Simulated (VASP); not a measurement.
# Ta (bcc): computed properties

Level of theory: PBEsol GGA, VASP's PBE PAW potentials (set 64) (plane waves; VASP).

```json
{
 "space_group": "Im-3m (229)",
 "cell": "a = b = c = 3.284 Å, α = β = γ = 90.00°",
 "volume_per_atom": "17.71 Å³/atom",
 "band gap (over mesh and band path)": "none (metal, semimetal or under 0.01 eV)",
 "band_gap_with_spin_orbit_coupling": "none (metallic)",
 "density": "16.97 g/cm³"
}
```

```
CELL_PARAMETERS angstrom
     -1.64192     1.64192     1.64192
      1.64192    -1.64192     1.64192
      1.64192     1.64192    -1.64192
ATOMIC_POSITIONS crystal
  Ta 0.00000 0.00000 0.00000
```

Measured: a 3.299 Å at 0 K (computed value off by -0.5 %), as given by Daniel Mejia-Rodriguez et al., Physical Review B (2018), arXiv:1807.09216 [static lattice: zero-point anharmonic expansion removed]. Unless said otherwise, spin-orbit coupling is left out, though it shifts the bands of the heavy elements here.

The compound is Ta in the bcc structure. It was relaxed first. Symmetry was kept, so distortions that lower it aren't found.
